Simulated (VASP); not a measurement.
Output of a VASP run:

### OSZICAR
```
       N       E                     dE             d eps       ncg     rms          rms(c)
DAV:   1     0.944784046516E+02    0.94478E+02   -0.72916E+03  2880   0.119E+03
DAV:   2    -0.171860096397E+02   -0.11166E+03   -0.10044E+03  3156   0.381E+02
DAV:   3    -0.237794619559E+02   -0.65935E+01   -0.60776E+01  3552   0.749E+01
DAV:   4    -0.239473507226E+02   -0.16789E+00   -0.16616E+00  3080   0.118E+01
DAV:   5    -0.239494029244E+02   -0.20522E-02   -0.20517E-02  3336   0.111E+00    0.209E+01
DAV:   6    -0.227840003311E+02    0.11654E+01   -0.13930E+00  3116   0.108E+01    0.907E+00
DAV:   7    -0.224695738776E+02    0.31443E+00   -0.86916E-01  3344   0.842E+00    0.399E-01
DAV:   8    -0.224639124000E+02    0.56615E-02   -0.72012E-03  2936   0.679E-01    0.244E-01
DAV:   9    -0.224616346987E+02    0.22777E-02   -0.13422E-03  3140   0.432E-01    0.544E-02
DAV:  10    -0.224616741374E+02   -0.39439E-04   -0.65335E-05  3152   0.826E-02    0.109E-02
DAV:  11    -0.224616430371E+02    0.31100E-04   -0.68181E-06  2992   0.300E-02    0.840E-04
DAV:  12    -0.224616424708E+02    0.56630E-06   -0.13514E-07  2440   0.410E-03    0.838E-04
DAV:  13    -0.224616422926E+02    0.17825E-06   -0.11425E-08  1528   0.103E-03    0.230E-04
DAV:  14    -0.224616422497E+02    0.42888E-07   -0.32329E-09  1464   0.737E-04
   1 F= -.22461642E+02 E0= -.22461153E+02  d E =-.146823E-02
```

### OUTCAR
```
------------------------ aborting loop because EDIFF is reached ----------------------------------------
  FORCE on cell =-STRESS in cart. coord.  units (eV):
  Direction    XX          YY          ZZ          XY          YZ          ZX
  --------------------------------------------------------------------------------------
  Total       -1.9966940     -1.9966934     -2.1479084      0.0000000     -0.0000000     -0.0000000
  in kB     -108.8019367   -108.8019037   -117.0417680      0.0000000     -0.0000000     -0.0000000
  external PRESSURE =    -111.5485361 kB  Pullay stress =       0.0000000 kB
  volume of cell :       29.40
      direct lattice vectors                 reciprocal lattice vectors
     1.391342710 -2.409875899  0.000000000     0.359365091 -0.207479564  0.000000000
     1.391342710  2.409875899  0.000000000     0.359365091  0.207479564  0.000000000
     0.000000000  0.000000000  4.384566668     0.000000000  0.000000000  0.228072710
 POSITION                                       TOTAL-FORCE (eV/Angst)
 -----------------------------------------------------------------------------------
      1.39134      0.80329      1.09614        -0.000000     -0.000000      0.000000
      1.39134     -0.80329      3.28843         0.000000      0.000000      0.000000
 -----------------------------------------------------------------------------------
    total drift:                                0.000000      0.000027     -0.000020
  FREE ENERGIE OF THE ION-ELECTRON SYSTEM (eV)
  ---------------------------------------------------
  free  energy   TOTEN  =       -22.4616422497 eV

  energy  without entropy=      -22.4601740188  energy(sigma->0) =      -22.46115284
```
(Selected blocks of OUTCAR.)

**POSCAR**
```
Os
1
    1.3913427104    -2.4098758994     0.0000000000
    1.3913427104     2.4098758994     0.0000000000
    0.0000000000     0.0000000000     4.3845666682
Os
2
Direct
  0.3333330000   0.6666670000   0.2500000000
  0.6666670000   0.3333330000   0.7500000000
```

### Question
Write an INCAR and KPOINTS that could have produced this output.

### Answer
Several could match; the one computed here: the input of the run itself, PBE GGA, plane waves, VASP's PBE PAW potentials (set 64).

KPOINTS:
```
Automatic mesh
0
Gamma
14 14 8
0 0 0
```

**INCAR**
```
SYSTEM = Os
PREC = Accurate
ENCUT = 480
EDIFF = 1E-7
NELM = 100
ALGO = Normal
LREAL = .FALSE.
LASPH = .TRUE.
ISMEAR = 1
SIGMA = 0.1
GGA = PE
LMAXMIX = 6
LWAVE = .FALSE.
LCHARG = .FALSE.
ISIF = 2
```

POTCAR, in this order: Os (PBE.64 set). Program: vasp_std.

The compound is Os in the hcp structure. This cell was strained or had an atom moved on purpose.
